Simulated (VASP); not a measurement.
Level of theory: PBE GGA, VASP's PBE PAW potentials (set 64) (plane waves; VASP).

VASP input:

INCAR:
```
SYSTEM=FeBi
PREC=Accurate; ENCUT=300; LREAL=F
LASPH=T
EDIFF=1E-6; NELM=100; ALGO=Normal
LMAXMIX=4
ISMEAR=-1; SIGMA=0.1
GGA=PE
MAGMOM=4.0 0.0
ISPIN=2
ISIF=2
LWAVE=F; LCHARG=F; LORBIT=11
```

**POSCAR**
```
FeBi
1
    2.0770870000     1.1992070000     3.5549250000
   -2.0770870000     1.1992070000     3.5549250000
    0.0000000000    -2.3984140000     3.5549250000
Fe Bi
1 1
Direct
  0.7624000000   0.7624000000   0.7624000000
  0.2376000000   0.2376000000   0.2376000000
```

KPOINTS:
```
Automatic mesh
0
Gamma
5 5 5
0 0 0
```

POTCAR, in this order: Fe Bi_d (PBE.64 set). Program: vasp_std.

The resulting files:

File OUTCAR:
```
 ion  position               nearest neighbor table
   1  0.762  0.762  0.762-   2 2.84   2 2.84   2 2.84   2 3.15   2 3.15   2 3.15
   2  0.238  0.238  0.238-   1 2.84   1 2.84   1 2.84   1 3.15   1 3.15   1 3.15
  LATTYP: Found a trigonal (rhomboedric) cell.
 ALAT       =     4.2883422893
 COS(alpha) =     0.5307971893
 Subroutine PRICEL returns:
 Original cell was already a primitive cell.
 Subroutine GETGRP returns: Found  6 space group operations
The static configuration has the point symmetry C_3v.
The dynamic configuration has the point symmetry C_3v.
The overall configuration has the point symmetry C_3v.
 Subroutine INISYM returns: Found  6 space group operations
 Subroutine IBZKPT returns following result:
 Found     19 irreducible k-points:

 Following reciprocal coordinates:
            Coordinates               Weight
  0.000000  0.000000  0.000000      1.000000
  0.200000  0.000000 -0.000000      6.000000
  0.400000 -0.000000  0.000000      6.000000
  0.200000  0.200000 -0.000000      6.000000
  0.400000  0.200000  0.000000     12.000000
 -0.400000  0.200000  0.000000     12.000000
 -0.200000  0.200000  0.000000      6.000000
...
```

### OSZICAR
```
       N       E                     dE             d eps       ncg     rms          rms(c)
DAV:   1     0.153339110547E+03    0.15334E+03   -0.87027E+03  1292   0.106E+03
DAV:   2    -0.205294119868E+01   -0.15539E+03   -0.15263E+03  1293   0.311E+02
DAV:   3    -0.119173687939E+02   -0.98644E+01   -0.98151E+01  1570   0.948E+01
DAV:   4    -0.121611143624E+02   -0.24375E+00   -0.24359E+00  1705   0.159E+01
DAV:   5    -0.121653169152E+02   -0.42026E-02   -0.42024E-02  1666   0.165E+00    0.117E+01
DAV:   6    -0.176310268831E+02   -0.54657E+01   -0.54104E+01  1508   0.720E+01    0.390E+01
DAV:   7    -0.104748142306E+02    0.71562E+01   -0.36662E+01  1333   0.479E+01    0.275E+00
DAV:   8    -0.105570955006E+02   -0.82281E-01   -0.61377E-01  1400   0.512E+00    0.128E+00
DAV:   9    -0.105507331609E+02    0.63623E-02   -0.42798E-02  1843   0.211E+00    0.607E-01
DAV:  10    -0.105499653666E+02    0.76779E-03   -0.79069E-03  1904   0.590E-01    0.192E-01
DAV:  11    -0.105501422462E+02   -0.17688E-03   -0.17041E-03  1483   0.370E-01    0.125E-01
DAV:  12    -0.105502006489E+02   -0.58403E-04   -0.45107E-04  1805   0.157E-01    0.832E-02
DAV:  13    -0.105502206304E+02   -0.19981E-04   -0.30622E-04  1854   0.989E-02    0.592E-02
DAV:  14    -0.105502806688E+02   -0.60038E-04   -0.33277E-04  1930   0.860E-02    0.493E-02
DAV:  15    -0.105503278309E+02   -0.47162E-04   -0.19966E-04  1838   0.616E-02    0.513E-02
DAV:  16    -0.105502386922E+02    0.89139E-04   -0.64557E-05  1396   0.527E-02    0.512E-02
DAV:  17    -0.105503363893E+02   -0.97697E-04   -0.12653E-04  1381   0.610E-02    0.508E-02
DAV:  18    -0.105469097289E+02    0.34267E-02   -0.32884E-02  1463   0.902E-01    0.136E-01
DAV:  19    -0.105507810645E+02   -0.38713E-02   -0.38511E-03  1884   0.301E-01    0.829E-02
DAV:  20    -0.105502339380E+02    0.54713E-03   -0.65738E-03  1431   0.474E-01    0.719E-02
DAV:  21    -0.105507470175E+02   -0.51308E-03   -0.36440E-04  1845   0.922E-02    0.571E-02
DAV:  22    -0.105444197845E+02    0.63272E-02   -0.29825E-02  1517   0.845E-01    0.139E-01
DAV:  23    -0.105479761535E+02   -0.35564E-02   -0.61930E-03  1940   0.343E-01    0.931E-02
DAV:  24    -0.105496739672E+02   -0.16978E-02   -0.11528E-03  1609   0.161E-01    0.579E-02
DAV:  25    -0.105499243079E+02   -0.25034E-03   -0.27389E-03  1476   0.295E-01    0.317E-02
DAV:  26    -0.105501247575E+02   -0.20045E-03   -0.13572E-04  1372   0.842E-02    0.141E-02
DAV:  27    -0.105500928049E+02    0.31953E-04   -0.14827E-04  1646   0.575E-02    0.127E-02
DAV:  28    -0.105500399650E+02    0.52840E-04   -0.43814E-04  1796   0.944E-02    0.173E-02
DAV:  29    -0.105501279518E+02   -0.87987E-04   -0.12422E-05  1304   0.342E-02    0.411E-03
DAV:  30    -0.105501204006E+02    0.75512E-05   -0.37512E-05  1254   0.320E-02    0.486E-03
DAV:  31    -0.105501168465E+02    0.35541E-05   -0.35684E-05  1328   0.264E-02    0.540E-03
DAV:  32    -0.105501239818E+02   -0.71353E-05   -0.51904E-06   858   0.107E-02    0.270E-03
DAV:  33    -0.105501260966E+02   -0.21148E-05   -0.45232E-07   697   0.662E-03    0.813E-04
DAV:  34    -0.105501260486E+02    0.47953E-07   -0.12535E-06   665   0.602E-03
   1 F= -.10550126E+02 E0= -.10474258E+02  d E =-.151736E+00  mag=     3.0200
```

OUTCAR:
```
------------------------ aborting loop because EDIFF is reached ----------------------------------------
  FORCE on cell =-STRESS in cart. coord.  units (eV):
  Direction    XX          YY          ZZ          XY          YZ          ZX
  --------------------------------------------------------------------------------------
  Total       -2.1843602     -2.1843612     -2.5293021      0.0000000      0.0000000      0.0000000
  in kB      -65.8725247    -65.8725534    -76.2747434      0.0000000      0.0000000      0.0000000
  external PRESSURE =     -69.3399405 kB  Pullay stress =       0.0000000 kB
  volume of cell :       53.13
      direct lattice vectors                 reciprocal lattice vectors
     2.077087000  1.199207000  3.554925000     0.240721742  0.138980732  0.093766629
    -2.077087000  1.199207000  3.554925000    -0.240721742  0.138980732  0.093766629
     0.000000000 -2.398414000  3.554925000     0.000000000 -0.277961464  0.093766629
 POSITION                                       TOTAL-FORCE (eV/Angst)
 -----------------------------------------------------------------------------------
      0.00000      0.00000      8.13082         0.000000     -0.000000     -0.316613
      0.00000      0.00000      2.53395         0.000000      0.000000      0.316613
 -----------------------------------------------------------------------------------
    total drift:                               -0.000000      0.000000      0.000203
  FREE ENERGIE OF THE ION-ELECTRON SYSTEM (eV)
  ---------------------------------------------------
  free  energy   TOTEN  =       -10.5501260486 eV

  energy  without entropy=      -10.3983898241  energy(sigma->0) =      -10.47425794

 total charge

# of ion       s       p       d       tot
------------------------------------------
    1        0.356   0.219   6.116   6.690
    2        1.489   1.407   9.904  12.800
--------------------------------------------------
tot          1.845   1.626  16.020  19.490

 magnetization (x)

# of ion       s       p       d       tot
------------------------------------------
    1        0.066   0.029   2.914   3.009
    2        0.020  -0.107   0.004  -0.084
--------------------------------------------------
tot          0.085  -0.079   2.918   2.925
```
(Selected blocks of OUTCAR.)

At this cut-off the stress carries a Pulay error, which pulls relaxed volumes low.

The structure was generated: FeBi was put into an ordered model structure, which need not be its known phase. The cell was not relaxed at this level. The k-mesh is coarse (spacing up to 0.37 per Å, 2π included), so the numbers may not be converged in it.
